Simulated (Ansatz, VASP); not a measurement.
## PtS2 (PtS2 (P-3m1)) in two plane-wave programs

Aim: how closely do two programs agree when they are given the same cell, functional and k mesh? The two relaxations start from unlike cells of this crystal (the structure described is Ansatz's start), so only their ends are compared.

Method: plane waves, with VASP 6.6.1 beside it; relaxation of cell and atoms at PBEsol, in Ansatz 0.2.0.

### Step 1. The structure

It takes space group P-3m1 (No. 164, trigonal). Conventional cell: a = 3.549 Å, b = 3.549 Å, c = 5.597 Å, α = 90.00°, β = 90.00°, γ = 120.00°. Pt has 6 S at 2.39 Å nearest. Nearest to S lie 3 Pt at 2.39 Å. Farther neighbours and most contacts between anions are not listed.

Structure file:

```cif
data_structure
_symmetry_space_group_name_H-M 'P-3m1'
_symmetry_Int_Tables_number 164
_cell_length_a 3.5487
_cell_length_b 3.5487
_cell_length_c 5.5971
_cell_angle_alpha 90.000
_cell_angle_beta 90.000
_cell_angle_gamma 120.000
_cell_volume 61.04
loop_
_atom_site_label
_atom_site_type_symbol
_atom_site_symmetry_multiplicity
_atom_site_Wyckoff_symbol
_atom_site_fract_x
_atom_site_fract_y
_atom_site_fract_z
_atom_site_occupancy
Pt1 Pt 1 a 0.00000 0.00000 0.00000 1
S1 S 2 d 0.66667 0.33333 0.77966 1
```

### Step 2. Ansatz: relaxation of cell and atoms, PBEsol

Ansatz runs on its PAW soft_1 files.

The relaxed volume is the usual yardstick between codes: in a stiff, nearly cubic crystal its relative difference is about their pressure difference at one cell divided by the bulk modulus.

input.yaml reads:

```yaml
crystal:
  lattice:
    - [3.5487422, 0.0, 0.0]
    - [-1.7743711, 3.0733009, 0.0]
    - [0.0, 0.0, 5.5970665]
  atoms:
    - { symbol: Pt, position: [0.0, 0.0, 0.0] }
    - { symbol: S, position: [0.66666667, 0.33333333, 0.77966406] }
    - { symbol: S, position: [0.33333333, 0.66666667, 0.22033594] }
basis:
  ecutwfc: 420
  xc_grid: 2
hamiltonian:
  xc: pbesol
  pseudopotentials: { kind: paw, azcp: { folder: soft_1 }, xc_functional: pbe }
kpoints:
  mp_grid: { grid: [9, 9, 5] }
scf:
  occupations: { method: fixed }
  max_iter: 100
relax:
  f_tol: 0.005
  max_steps: 60
  cell: {}
output:
  forces: true
  stress: true
checkpoint:
  write: "../cell.run"
  compress: false
  write_wavefunctions: false
  write_every: 100000
```

Started as:

```sh
> ansatz run input.yaml --threads 8 --pin off --max-ram 17899MiB --backend cpu --events-out ev --progress --plain --runs-dir out
```

Numbers of over 12 decimals in the logs are rounded to 6 here.

The program printed:

```text
Engine: ansatz 0.2.0, aarch64-unknown-linux-gnu
Pseudopotentials: kind: paw
Pseudopotential: Pt, paw, valence charge 18, recommended cutoff 420 eV (normal), soft_1/Pt.paw.azcp
Pseudopotential: S, paw, valence charge 6, recommended cutoff 420 eV (normal), soft_1/S.paw.azcp
Functional definition: PBEsol
  exchange = pbesol_x
  correlation = pbesol_c
Crystal: 3 atoms, lattice volume = 61.044 Å³
Basis set: ecut = 420 eV, 1177 PW (Γ), exchange–correlation on 48×48×80 points (8 copies of the dense FFT grid, shifted against one another)
Bands: 19, of which v1, the nominal top of the filled ones, is band 15 counted from 1 (14 counted from 0)
Symmetry: 12 space group operations
Space group: P-3m1 (ITA 164), of the structure as read, at distance tolerance 3.9e-5 Å
k-points: 50 of 405
Non-local potential: Pt, projectors of the file, l = 0: 3, l = 1: 2, l = 2: 2, l = 3: 1
Non-local potential: S, projectors of the file, l = 0: 2, l = 1: 2, l = 2: 1
PAW form: soft (Blöchl's): semilocal exchange-correlation on the pseudo side does not see the compensation charge
PAW frozen core: Pt, regenerated for the run's functional, and the local potential with it (the file was generated under x = pbe(κ = 0.804, μ = 0.219515), c = pbe(β = 0.066725))
PAW frozen core: S, regenerated for the run's functional, and the local potential with it (the file was generated under x = pbe(κ = 0.804, μ = 0.219515), c = pbe(β = 0.066725))
PAW one-centre angular grid: Pt, 590 points (default); XC on 64 Gauss nodes
PAW one-centre angular grid: S, 110 points (default); XC on 64 Gauss nodes
Initial density: superposition of atomic densities (chi_scale 0.1, normalization cell, long waves kept (reshape's long-wave potential 0.03 eV rms))
Initial wavefunctions: pseudopotential atomic-orbital guess
Functional: x = pbesol(κ = 0.804, μ = 0.123457), c = pbesol(β = 0.046)
SCF iter   1: F=—  HF=-14157.018293 eV  |F-HF|=—  |Δ(HF+E_count)|=         —  Δρ=7.40e-2  dr2=2.85e0  ethr=3.10e-3  ⟨swp⟩=4.3  Hψ=4248  notcnv=0  defer=100
preconditioner: auto → Resta (q_TF=auto, 2.424 Å⁻¹)  ε∞=6.6  [insulator: Δε(μ)=1.387 eV  Ē_g=9.455 eV  n_scr=22 (ndim 8)  ℏωp=22.3 eV  f_vac=0.031  ε∞_Penn≈6.6]
SCF iter   2: F=—  HF=-14156.467889 eV  |F-HF|=—  |Δ(HF+E_count)|=   5.50e-1  Δρ=2.63e-2  dr2=2.92e-1  ethr=3.10e-3  ⟨swp⟩=3.2  Hψ=2019  notcnv=0  defer=100
SCF iter   3: F=—  HF=-14156.425080 eV  |F-HF|=—  |Δ(HF+E_count)|=   4.28e-2  Δρ=1.56e-2  dr2=6.69e-2  ethr=9.74e-4  ⟨swp⟩=2.5  Hψ=1341  notcnv=0  defer=100
SCF iter   4: F=—  HF=-14156.411821 eV  |F-HF|=—  |Δ(HF+E_count)|=   1.33e-2  Δρ=1.33e-3  dr2=1.38e-3  ethr=2.23e-4  ⟨swp⟩=2.5  Hψ=1403  notcnv=0  defer=100
SCF iter   5: F=—  HF=-14156.412379 eV  |F-HF|=—  |Δ(HF+E_count)|=   5.58e-4  Δρ=3.87e-4  dr2=1.42e-4  ethr=4.61e-6  ⟨swp⟩=2.0  Hψ=1566  notcnv=0  defer=100
SCF iter   6: F=—  HF=-14156.412493 eV  |F-HF|=—  |Δ(HF+E_count)|=   1.14e-4  Δρ=1.10e-4  dr2=1.46e-5  ethr=4.73e-7  ⟨swp⟩=2.0  Hψ=1467  notcnv=0  defer=100
SCF iter   7: F=—  HF=-14156.412507 eV  |F-HF|=—  |Δ(HF+E_count)|=   1.40e-5  Δρ=2.11e-5  dr2=3.69e-7  ethr=4.87e-8  ⟨swp⟩=2.0  Hψ=1421  notcnv=0  defer=11
SCF iter   8: F=-14156.412507 eV  HF=-14156.412507 eV  |F-HF|=3.23e-8  |Δ(HF+E_count)|=   5.16e-7  Δρ=5.49e-6  dr2=3.02e-8  ethr=3.33e-10  ⟨swp⟩=5.8  Hψ=3796  notcnv=0
SCF 1 converged in 8 iterations: F = -14156.412507 eV  dr2 = 3.02e-8
  greatest PAW one-centre occupation: 1.000 electrons in one spin orbital (limit 2), on the Pt atom at site 0 (counted from 0), in its partial waves of l = 0
relax step   1: F+E_penalty+E_count = -14156.41250734 eV  Δ(F+E_penalty+E_count) = +0.000e0 eV  max|allowed force component| = 2.698e-1 eV/Å  Δτ_max = 0.0000 Å  P = -2.088 GPa  Ω = 61.044 Å³  (8 SCF iters, dr2 threshold 1.00e-7 eV, accepted)
[...]
relax step   7: F+E_penalty+E_count = -14156.44817155 eV  Δ(F+E_penalty+E_count) = -7.515e-4 eV  max|allowed force component| = 4.132e-3 eV/Å  Δτ_max = 0.0012 Å  P = +0.042 GPa  Ω = 52.712 Å³  energy of the carried Pulay correction = +2.283e-3 eV  (5 SCF iters, dr2 threshold 3.00e-7 eV, accepted)
[...]
relax step   8: F+E_penalty+E_count = -14156.44651936 eV  Δ(F+E_penalty+E_count) = +1.652e-3 eV  max|allowed force component| = 4.484e-3 eV/Å  Δτ_max = 0.0000 Å  P = +0.040 GPa  Ω = 52.712 Å³  stress off target by 5.02e-2 GPa  SCF on the basis re-selected at this cell (its energy is not comparable with the rows above)  (6 SCF iters)
[...]
relax step   9: F+E_penalty+E_count = -14156.44653353 eV  Δ(F+E_penalty+E_count) = -1.418e-5 eV  max|allowed force component| = 2.161e-4 eV/Å  Δτ_max = 0.0012 Å  P = +0.000 GPa  Ω = 52.682 Å³  energy of the carried Pulay correction = +9.156e-6 eV  (4 SCF iters, dr2 threshold 6.29e-9 eV, accepted)
[...]
relax step  10: F+E_penalty+E_count = -14156.44652391 eV  Δ(F+E_penalty+E_count) = +9.624e-6 eV  max|allowed force component| = 2.358e-4 eV/Å  Δτ_max = 0.0000 Å  P = +0.000 GPa  Ω = 52.682 Å³  stress off target by 6.77e-4 GPa  SCF on the basis re-selected at this cell (its energy is not comparable with the rows above)  (6 SCF iters)
basis re-selected at this cell: Δ(F+E_penalty+E_count) = +9.624e-6 eV, ΔP = +0.000 GPa vs the last step (what re-selecting the basis moved, of the pressure what is left beyond the Pulay correction that the steps carried, after the strain that the cell walked since its last selection, with what the two solves' SCF thresholds leave and, on support functions, any second-order correction that the steps lacked; it is no m [...]
SCF converged after 6 iterations
Free energy (F): -14156.446524 eV
Harris-Foulkes:  -14156.446524 eV  (|F-HF|=9.09e-12)
Internal energy: -14156.446524 eV  (E = F + TS)
E sigma→0 (E₀):  -14156.446524 eV
Fermi energy:    11.952393 eV
--- Per-component energies (eV) ---
  E_band       = -300.159204
  E_kinetic    = 806.207974
  E_local      = -2844.010926  (includes V_loc(G=0)·N_el)
  E_nonlocal   = 275.791678
  E_hartree    = 1118.561105
  E_xc         = -406.919033
  E_vxc        = -436.004123  (∫ρ·V_xc dr)
  E_paw        = -10530.053720  (= ΣΔE_a)
  E_vpaw       = -339.267033  (= ΣTr[D̂ρ^β])
  E_aug_tail   = 0.001132  (compensation charges beyond the density's cutoff)
  E_ewald      = -2576.435664
  E_core_change = 0.410930  (= ΣΔE_core)
  E_smearing   = -0.000000  (= −TS)
  E_closure    = 0.000000  (closes the sum)
  Σ components = -14156.446524   (vs F -14156.446524, Δ=0.00e0)
--- Forces (eV/Å), atoms counted from 1 ---
  atom   1  Pt    -0.00000000    -0.00000000     0.00000000
  atom   2  S     -0.00000000    -0.00000000    -0.00023581
  atom   3  S      0.00000000     0.00000000     0.00023581
  max |Σ_I F_I| component: 6.94e-18 eV/Å
--- Stress (GPa, compression-positive) ---
        0.000677       0.000000       0.000000
        0.000000       0.000677      -0.000000
        0.000000      -0.000000      -0.000381
  P = ⅓ Tr σ = 0.0003 GPa (0.003 kbar)
--- Relaxed structure (8 steps of the walk, 8 accepted, 2 SCFs on fresh bases) ---
  F+E_penalty+E_count = -14156.44652391 eV   max|allowed force component| = 2.358e-4 eV/Å   (the final SCF, on the basis selected at the relaxed cell)
  cell:  # Å, volume = 52.6823 Å³
    - [3.571329, 0, -6.436920205342406e-17]
    - [-1.785665, 3.092862, 3.218460102671202e-17]
    - [-1.0152292951865061e-16, 0, 4.769516]
  atoms:
    - { symbol: Pt, position: [0, 0, -4.132458734652773e-19] }
    - { symbol: S, position: [0.666667, 0.333333, 0.749028] }
    - { symbol: S, position: [0.333333, 0.666667, 0.250972] }
```

Reading the cycles: dr2 is the Hartree energy of the density residual (eV), the measure of convergence; HF is the Harris–Foulkes estimate of the energy, which meets the free energy F at convergence.

### Step 3. VASP: relaxation of cell and atoms, PBEsol

Its own start cell and the same functional and mesh now go to VASP, with its own data sets.

Lines of VASP's logs that name or quote its potential files are left out, and so is its time.

INCAR reads:

```
SYSTEM = PtS2
PREC = Accurate
ENCUT = 500
EDIFF = 1E-07
NELM = 120
ISMEAR = 0
SIGMA = 0.01
LREAL = .FALSE.
ALGO = Normal
GGA = PS
NBANDS = 17
LASPH = .TRUE.
LORBIT = 11
LWAVE = .FALSE.
LCHARG = .FALSE.
ISIF = 3
IBRION = 2
NSW = 80
EDIFFG = -0.005
GGA_COMPAT = .FALSE.
NELMIN = 4
EFERMI = MIDGAP
```

POSCAR reads:

```
PtS2
1.0
    3.5665097417      0.0000000000      0.0000000000
   -1.7832548709      3.0886883195      0.0000000000
    0.0000000000      0.0000000000      4.8051873744
Pt S
1 2
Direct
    0.0000000000      0.0000000000      0.0000000000
    0.6666666667      0.3333333333      0.7506299194
    0.3333333333      0.6666666667      0.2493700806
```

KPOINTS reads:

```
Automatic mesh
0
Gamma
9 9 5
0 0 0
```

Potentials, in the order of the species: Pt and S (PBE family, release 64).

Started as:

```sh
> mpirun -np 1 vasp_std
```

The program printed:

```text
[banner, memory and clock lines left out]
running    1 mpi-ranks, on    1 nodes
 distrk:  each k-point on    1 cores,    1 groups
 distr:  one band on    1 cores,    1 groups

 POSCAR found type information on POSCAR PtS
 POSCAR found :  2 types and       3 ions
|                                                                             |
|               ----> ADVICE to this user running VASP <----                  |
|                                                                             |
|     You enforced a specific xc type in the INCAR file but a different       |
|     [... a line on the potential file left out ...]
|     I HOPE YOU KNOW WHAT YOU ARE DOING!                                     |
|                                                                             |

 LDA part: xc-table for (Slater+PW92), standard interpolation
 POSCAR, INCAR and KPOINTS ok, starting setup
 FFT: planning ... GRIDC
 FFT: planning ... GRID_SOFT
 FFT: planning ... GRID
 WAVECAR not read
 entering main loop
       N       E                     dE             d eps       ncg     rms          rms(c)
DAV:   1     0.109567755828E+03    0.10957E+03   -0.10344E+04  1724   0.112E+03
DAV:   2    -0.134304212220E+02   -0.12300E+03   -0.11984E+03  2151   0.227E+02
DAV:   3    -0.182915493267E+02   -0.48611E+01   -0.48321E+01  2126   0.470E+01
DAV:   4    -0.183390553370E+02   -0.47506E-01   -0.47484E-01  2297   0.513E+00
DAV:   5    -0.183397807312E+02   -0.72539E-03   -0.72534E-03  2221   0.601E-01    0.185E+01
DAV:   6    -0.172688513721E+02    0.10709E+01   -0.68103E+00  1718   0.253E+01    0.121E+01
DAV:   7    -0.170269715413E+02    0.24188E+00   -0.12231E+00  1734   0.115E+01    0.570E+00
DAV:   8    -0.170021235863E+02    0.24848E-01   -0.75629E-02  1873   0.194E+00    0.123E+00
DAV:   9    -0.169979696390E+02    0.41539E-02   -0.98424E-03  2034   0.102E+00    0.257E-01
DAV:  10    -0.169980320373E+02   -0.62398E-04   -0.15491E-03  2020   0.258E-01    0.891E-02
DAV:  11    -0.169980506709E+02   -0.18634E-04   -0.47080E-05  2276   0.603E-02    0.461E-02
DAV:  12    -0.169980494910E+02    0.11799E-05   -0.68649E-06  2042   0.263E-02    0.111E-02
DAV:  13    -0.169980498604E+02   -0.36948E-06   -0.97936E-07  2146   0.702E-03    0.362E-03
DAV:  14    -0.169980499030E+02   -0.42596E-07   -0.51766E-08  1265   0.179E-03
   1 F= -.16998050E+02 E0= -.16998050E+02  d E =-.169980E+02
 curvature:   0.00 expect dE= 0.000E+00 dE for cont linesearch  0.000E+00
 trial: gam= 0.00000 g(F)=  0.252E-05 g(S)=  0.127E-04 ort = 0.000E+00 (trialstep = 0.100E+01)
 search vector abs. value=  0.152E-04
 bond charge predicted
       N       E                     dE             d eps       ncg     rms          rms(c)
DAV:   1    -0.169981321362E+02   -0.82276E-04   -0.16013E-03  1797   0.327E-01    0.549E-02
DAV:   2    -0.169980640454E+02    0.68091E-04   -0.28986E-04  1788   0.178E-01    0.425E-02
DAV:   3    -0.169980533145E+02    0.10731E-04   -0.24423E-05  1845   0.502E-02    0.168E-02
DAV:   4    -0.169980510163E+02    0.22982E-05   -0.14809E-05  1789   0.209E-02    0.625E-03
DAV:   5    -0.169980512356E+02   -0.21934E-06   -0.41907E-07  2152   0.565E-03    0.457E-03
DAV:   6    -0.169980516682E+02   -0.43260E-06   -0.14931E-07  1292   0.259E-03    0.684E-04
DAV:   7    -0.169980516870E+02   -0.18764E-07   -0.22942E-08   902   0.996E-04
   2 F= -.16998052E+02 E0= -.16998052E+02  d E =-.178394E-05
 trial-energy change:   -0.000002  1 .order   -0.000001   -0.000015    0.000013
 step:   0.5763(harm=  0.5325)  dis= 0.00014  next Energy=   -16.998054 (dE=-0.455E-05)
 bond charge predicted
       N       E                     dE             d eps       ncg     rms          rms(c)
DAV:   1    -0.169980694776E+02   -0.17809E-04   -0.28736E-04  1796   0.138E-01    0.232E-02
DAV:   2    -0.169980574160E+02    0.12062E-04   -0.52128E-05  1786   0.753E-02    0.180E-02
DAV:   3    -0.169980553954E+02    0.20206E-05   -0.43730E-06  1839   0.213E-02    0.713E-03
DAV:   4    -0.169980547908E+02    0.60465E-06   -0.26633E-06  1777   0.885E-03    0.265E-03
DAV:   5    -0.169980546703E+02    0.12052E-06   -0.69526E-08  1021   0.240E-03    0.193E-03
DAV:   6    -0.169980544869E+02    0.18331E-06   -0.33808E-08   890   0.127E-03    0.242E-04
DAV:   7    -0.169980544938E+02   -0.68230E-08   -0.51769E-09   886   0.496E-04
   3 F= -.16998054E+02 E0= -.16998054E+02  d E =-.459072E-05
 curvature:  -0.26 expect dE=-0.184E-05 dE for cont linesearch -0.237E-07
 trial: gam= 0.53558 g(F)=  0.326E-06 g(S)=  0.666E-05 ort =-0.117E-05 (trialstep = 0.915E+00)
 search vector abs. value=  0.101E-04
 reached required accuracy - stopping structural energy minimisation
```

OUTCAR, selected parts (step 3):

```text
ion  position               nearest neighbor table
   1  0.000  0.000  0.000-   2 2.38   3 2.38   2 2.38   3 2.38   2 2.38   3 2.38
   2  0.667  0.333  0.751-   1 2.38   1 2.38   1 2.38
   3  0.333  0.667  0.249-   1 2.38   1 2.38   1 2.38

  LATTYP: Found a hexagonal cell.
 ALAT       =     3.5665097417
 C/A-ratio  =     1.3473080750

 Subroutine GETGRP returns: Found 12 space group operations
 (whereof 12 operations were pure point group operations)

The static configuration has the point symmetry D_3d.

 Found     50 irreducible k-points:

   k-points           NKPTS =     50   k-points in BZ     NKDIM =     50   number of bands    NBANDS=     17

   dimension x,y,z NGX =    28 NGY =   28 NGZ =   36
   dimension x,y,z NGXF=    56 NGYF=   56 NGZF=   72

   ENCUT  =  500.0 eV  36.75 Ry    6.06 a.u.   6.50  6.50  8.76*2*pi/ulx,y,z

   NELECT =      22.0000    total number of electrons

 k-points in reciprocal lattice and weights: Automatic mesh
   0.00000000  0.00000000  0.00000000       0.002
   0.11111111 -0.00000000  0.00000000       0.015
   0.22222222 -0.00000000  0.00000000       0.015
   0.33333333  0.00000000  0.00000000       0.015
   0.44444444 -0.00000000  0.00000000       0.015
   0.11111111  0.11111111  0.00000000       0.015
   0.22222222  0.11111111  0.00000000       0.030
   0.33333333  0.11111111  0.00000000       0.030
   0.44444444  0.11111111  0.00000000       0.015
[...]
-0.22222222 -0.44444444  0.40000000       0.030
   0.33333333  0.33333333  0.40000000       0.010

 average (electrostatic) potential at core
       1 -67.7343       2 -85.0367       3 -85.0367

 E-fermi :   7.6280

 k-point     1 :       0.0000    0.0000    0.0000
  band No.  band energies     occupation
    ...
      7       3.2859      2.00000
      8       5.1217      2.00000
      9       6.0119      2.00000
     10       6.0119      2.00000
     11       7.4472      2.00000
     12       9.0107      0.00000
     13       9.0107      0.00000
     14      11.3197      0.00000
     15      12.5372      0.00000
     16      14.9592      0.00000
    ...

 k-point     2 :       0.1111   -0.0000    0.0000
  band No.  band energies     occupation
    ...
      7       3.1684      2.00000
      8       4.7224      2.00000
      9       5.8558      2.00000
     10       5.9704      2.00000
     11       7.2087      2.00000
     12       8.7542      0.00000
     13       8.9991      0.00000
     14      12.1446      0.00000
     15      13.1405      0.00000
     16      14.6558      0.00000
    ...

 k-point     3 :       0.2222   -0.0000    0.0000
  band No.  band energies     occupation
    ...
      7       2.9762      2.00000
      8       4.0924      2.00000
      9       5.5675      2.00000
     10       5.6574      2.00000
     11       6.3894      2.00000
     12       8.7941      0.00000
     13       9.1624      0.00000
     14      12.6911      0.00000
     15      14.0973      0.00000
     16      15.2728      0.00000
    ...

  Total        0.0133252      0.0133252     -0.0076934     -0.0000000      0.0000000      0.0000000
  in kB        0.4034810      0.4034811     -0.2329523     -0.0000000      0.0000000      0.0000000
  external PRESSURE =       0.1913366 kB  Pullay stress =       0.0000000 kB

  energy-cutoff  :      500.00
  volume of cell :       52.91
      direct lattice vectors                 reciprocal lattice vectors
     3.566244116  0.000000000  0.000000000     0.280407052  0.161893072 -0.000000000
    -1.783122058  3.088458281  0.000000000    -0.000000000  0.323786145 -0.000000000
     0.000000000  0.000000000  4.804042146    -0.000000000 -0.000000000  0.208158041

 POSITION                                       TOTAL-FORCE (eV/Angst)
 -----------------------------------------------------------------------------------
     -0.00000      0.00000      0.00000        -0.000000     -0.000000      0.000000
      1.78312      1.02949      3.60620        -0.000000     -0.000000     -0.001839
     -0.00000      2.05897      1.19784         0.000000      0.000000      0.001839
 -----------------------------------------------------------------------------------
    total drift:                               -0.000000      0.000000      0.000000

  FREE ENERGIE OF THE ION-ELECTRON SYSTEM (eV)
  ---------------------------------------------------
  free  energy   TOTEN  =       -16.9980544938 eV

  energy  without entropy=      -16.9980544938  energy(sigma->0) =      -16.99805449

 reached required accuracy - stopping structural energy minimisation

 total charge
# of ion       s       p       d       tot
------------------------------------------
    1        0.699   0.795   7.995   9.489
    2        1.358   2.249   0.000   3.607
    3        1.358   2.249   0.000   3.607
--------------------------------------------------
tot          3.416   5.293   7.995  16.703

[... 3 further parts left out ...]
```

The run keeps the 12 symmetry operations of its start, so it cannot find a distortion of lower symmetry.

### Step 4. Side by side

Known differences besides the potentials themselves: fixed occupations in Ansatz, narrow Gaussian smearing in VASP; the data sets hold 30 valence electrons in Ansatz (on its PAW soft_1 files) and 22 in VASP; the cutoff is 420 eV in Ansatz and 500 eV in VASP; Ansatz makes its cores anew for this functional, VASP keeps those of its PBE data sets; Ansatz adds a Pulay correction to the stress that steers its cell, VASP none. Total energies have different zeros and are not compared.

Both answers:

```
                                         quantity  Ansatz   VASP  difference
                                      volume (Å³)   52.68  52.91     -0.44 %
edge a after relaxation, in the typed setting (Å)   3.571  3.566     +0.14 %
edge c after relaxation, in the typed setting (Å)   4.769  4.804     -0.72 %
```

### Step 5. Results

```json
{
  "difference in edge c after relaxation, in the typed setting (relaxation of cell and atoms, PBEsol)": "-0.72 %"
}
```

What this shows: The difference in edge c after relaxation, in the typed setting is -0.72 % (relaxation of cell and atoms, PBEsol), within the 1.2 % picked in this series as the mark of a large difference, as far as the stopping tolerances let one tell. The data sets hold unlike numbers of valence electrons (30 in Ansatz and 22 in VASP), so part of the differences comes from the potentials. How closely two codes agree says nothing of how well the functional describes the real material.

[Lines on the potential files, build, host, timing and source positions are cut from VASP's logs without a mark.]

[Logs are printed without paths, hosts, clocks, repeated set-up lines and the standing remarks that a program may print on its own settings, such as how far it seeks lower states.]

[Hosts, paths, dates, database ids (printed as entryN), source tags and the programs' standing remarks are cut or masked in the printed files.]
